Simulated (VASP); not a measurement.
Output of a VASP run:

**OUTCAR**
```
 ion  position               nearest neighbor table
   1  0.250  0.250  0.250-   2 1.87   2 1.87   2 1.87   2 1.87
   2  0.000  0.000  0.000-   1 1.87   1 1.87   1 1.87   1 1.87
  LATTYP: Found a face centered cubic cell.
 ALAT       =     4.3296080000
 Subroutine PRICEL returns:
 Original cell was already a primitive cell.
 Subroutine GETGRP returns: Found 24 space group operations
The static configuration has the point symmetry T_d .
The dynamic configuration has the point symmetry T_d .
 Subroutine INISYM returns: Found 24 space group operations
 Subroutine IBZKPT returns following result:
 Found      4 irreducible k-points:

 Following reciprocal coordinates:
            Coordinates               Weight
  0.000000  0.000000  0.000000      1.000000
  0.333333  0.000000  0.000000      8.000000
  0.333333  0.333333  0.000000      6.000000
 -0.333333  0.333333  0.000000     12.000000
 Subroutine IBZKPT_HF returns following result:
   k-points           NKPTS =      4   k-points in BZ     NKDIM =     27   number of bands    NBANDS=      8
   number of dos      NEDOS =    301   number of ions     NIONS =      2
   total plane-waves  NPLWV =   8000
   dimension x,y,z NGX =    20 NGY =   20 NGZ =   20
   dimension x,y,z NGXF=    40 NGYF=   40 NGZF=   40
   ions per type =               1   1
   PREC   = accura    normal or accurate (medium, high low for compatibility)
   ISTART =      0    job   : 0-new  1-cont  2-samecut
   ICHARG =      2    charge: 1-file 2-atom 10-const
   ISPIN  =      1    spin polarized calculation?
   LNONCOLLINEAR =      F non collinear calculations
   LSORBIT =      F    spin-orbit coupling
   INIWAV =      1    electr: 0-lowe 1-rand  2-diag
   ENCUT  =  400.0 eV  29.40 Ry    5.42 a.u.   4.99  4.99  4.99*2*pi/ulx,y,z
   NELM   =    100;   NELMIN=  2; NELMDL= -5     # of ELM steps
   EDIFF  = 0.1E-05   stopping-criterion for ELM
   LREAL  =      F    real-space projection
   NLSPLINE    = F    spline interpolate recip. space projectors
   LMAXMIX     =    2 max onsite mixed and CHGCAR
   VOSKOWN=      0    Vosko Wilk Nusair interpolation
   EDIFFG = 0.1E-04   stopping-criterion for IOM
   NSW    =      0    number of steps for IOM
   NBLOCK =      1;   KBLOCK =      1    inner block; outer block
   IBRION =     -1    ionic relax: 0-MD 1-quasi-New 2-CG
   NFREE  =      0    steps in history (QN), initial steepest desc. (CG)
   ISIF   =      2    stress and relaxation
   ISYM   =      3    0-nonsym 1-usesym 2-fastsym
   TEIN   =    0.0    initial temperature
   TEBEG  =    0.0;   TEEND  =   0.0 temperature during run
   SMASS  =  -3.00    Nose mass-parameter (am)
   PSTRESS=    0.0 pullay stress
   NELECT =       8.0000    total number of electrons
   EFERMI =   0.00;   METHOD = LEGACY
   ISMEAR =     0;   SIGMA  =   0.05  broadening in eV -4-tet -1-fermi 0-gaus
   IALGO  =     38    algorithm
   LDIAG  =      T    sub-space diagonalisation (order eigenvalues)
   IMIX   =      1    mixing-type and parameters
     AMIX     =   0.40;   BMIX     =  1.00
     AMIX_MAG =   1.60;   BMIX_MAG =  1.00
     AMIN     =   0.10
   GGA     = B3    functional components
   VOSKOWN =     0    Vosko Wilk Nusair interpolation
   LHFCALC =     T    Hartree Fock is set to
   NKREDX  =     1    reduce k-point grid by
   AEXX    =    0.2000 exact exchange contribution
   HFSCREEN=    0.0000 screening length (either q_TF or 0.3 A-1)
   HFRCUT  =   -1.0000 spherical cutoff for potential kernel
   AGGAX   =    0.7200 GGA exchange part
   ALDAC   =    0.1900 LDA correlation
   AGGAC   =    0.8100 GGA correlation
  energy-cutoff  :      400.00
  volume of cell :       20.29
      direct lattice vectors                 reciprocal lattice vectors
     0.000000000  2.164804000  2.164804000    -0.230967792  0.230967792  0.230967792
     2.164804000  0.000000000  2.164804000     0.230967792 -0.230967792  0.230967792
     2.164804000  2.164804000  0.000000000     0.230967792  0.230967792 -0.230967792
 k-point     1 :   0.0000 0.0000 0.0000  plane waves:     339
 k-point     2 :   0.3333 0.0000 0.0000  plane waves:     359
 k-point     3 :   0.3333 0.3333 0.0000  plane waves:     355
...
```

File OSZICAR:
```
       N       E                     dE             d eps       ncg     rms          rms(c)
DAV:   1    -0.132355596139E+03   -0.13236E+03   -0.32221E+03    80   0.688E+02
DAV:   2    -0.141098722045E+03   -0.87431E+01   -0.80686E+01    96   0.619E+01
DAV:   3    -0.141185042207E+03   -0.86320E-01   -0.86319E-01    80   0.703E+00
DAV:   4    -0.141185277770E+03   -0.23556E-03   -0.23560E-03    96   0.305E-01
DAV:   5    -0.190132208910E+02    0.12217E+03   -0.13522E+00    64   0.681E+00    0.101E+01
DAV:   6    -0.160863069170E+02    0.29269E+01   -0.84715E+00    72   0.184E+01    0.469E+00
DAV:   7    -0.161644454003E+02   -0.78138E-01   -0.18381E+00    88   0.864E+00    0.281E+00
DAV:   8    -0.161785418855E+02   -0.14096E-01   -0.50430E-02    80   0.177E+00    0.160E+00
DAV:   9    -0.161667440876E+02    0.11798E-01   -0.14493E-02    80   0.860E-01    0.920E-01
DAV:  10    -0.161647631266E+02    0.19810E-02   -0.60385E-03    88   0.552E-01    0.541E-01
DAV:  11    -0.161643459275E+02    0.41720E-03   -0.73508E-04    96   0.216E-01    0.336E-01
DAV:  12    -0.161642010067E+02    0.14492E-03   -0.20269E-04    96   0.119E-01    0.204E-01
DAV:  13    -0.161641715161E+02    0.29491E-04   -0.75818E-05    96   0.758E-02    0.123E-01
DAV:  14    -0.161641693413E+02    0.21748E-05   -0.21219E-05    88   0.446E-02    0.742E-02
DAV:  15    -0.161641710316E+02   -0.16904E-05   -0.63646E-06    80   0.266E-02    0.446E-02
DAV:  16    -0.161641725348E+02   -0.15032E-05   -0.21803E-06    80   0.161E-02    0.267E-02
DAV:  17    -0.161641734031E+02   -0.86826E-06   -0.74884E-07    32   0.981E-03
   1 F= -.16164173E+02 E0= -.16164173E+02  d E =-.685138E-13
```

OUTCAR:
```
------------------------ aborting loop because EDIFF is reached ----------------------------------------
  FORCE on cell =-STRESS in cart. coord.  units (eV):
  Direction    XX          YY          ZZ          XY          YZ          ZX
  --------------------------------------------------------------------------------------
  Total        0.9293627      0.9293627      0.9293627      0.0000000      0.0000000     -0.0000000
  in kB       73.3854721     73.3854721     73.3854721      0.0000000      0.0000000     -0.0000000
  external PRESSURE =      73.3854721 kB  Pullay stress =       0.0000000 kB
  volume of cell :       20.29
      direct lattice vectors                 reciprocal lattice vectors
     0.000000000  2.164804000  2.164804000    -0.230967792  0.230967792  0.230967792
     2.164804000  0.000000000  2.164804000     0.230967792 -0.230967792  0.230967792
     2.164804000  2.164804000  0.000000000     0.230967792  0.230967792 -0.230967792
  FREE ENERGIE OF THE ION-ELECTRON SYSTEM (eV)
  ---------------------------------------------------
  free  energy   TOTEN  =       -16.1641734031 eV

  energy  without entropy=      -16.1641734031  energy(sigma->0) =      -16.16417340

  exchange ACFDT corr.  =         0.00000000  see jH, gK, PRB 81, 115126
```
(Selected blocks of OUTCAR.)

POSCAR:
```
SiC
1
    0.0000000000     2.1648040000     2.1648040000
    2.1648040000     0.0000000000     2.1648040000
    2.1648040000     2.1648040000     0.0000000000
Si C
1 1
Direct
  0.2500000000   0.2500000000   0.2500000000
  0.0000000000   0.0000000000   0.0000000000
```

Question: Reconstruct the remaining input files.

Answer: Several could match; the one computed here: the input of the run itself, B3LYP hybrid, plane waves, VASP's PBE PAW potentials (set 64).

### KPOINTS
```
kpoints
0
gamma
3 3 3
```

### INCAR
```
SYSTEM = SiC
PREC = Accurate
ENCUT = 400
EDIFF = 1E-6
NELM = 100
ALGO = Normal
LREAL = .FALSE.
LASPH = .TRUE.
ISMEAR = 0
SIGMA = 0.05
GGA = B3
AEXX = 0.2
AGGAX = 0.72
AGGAC = 0.81
ALDAC = 0.19
HFRCUT = -1
LHFCALC = .TRUE.
PRECFOCK = Fast
ISYM = 3
LWAVE = .FALSE.
LCHARG = .FALSE.
ISIF = 2
```

POTCAR, in this order: Si C (PBE.64 set). Program: vasp_std.

At this cut-off the stress carries a Pulay error, which pulls relaxed volumes low.

The structure comes from a computed database's SiC entry; how it stands against other phases isn't given here. The cell was not relaxed at this level. The k-mesh is coarse (spacing up to 0.84 per Å, 2π included), so the numbers may not be converged in it. The run is one of a series of settings (AEXX = 0.2, AGGAC = 0.81, AGGAX = 0.72, ALDAC = 0.19, GGA = B3, HFRCUT = -1, ISYM = 3, LHFCALC = .TRUE., PRECFOCK = Fast, KPOINTS 3×3×3 Γ-centred mesh against the base run), some of them coarse on purpose.
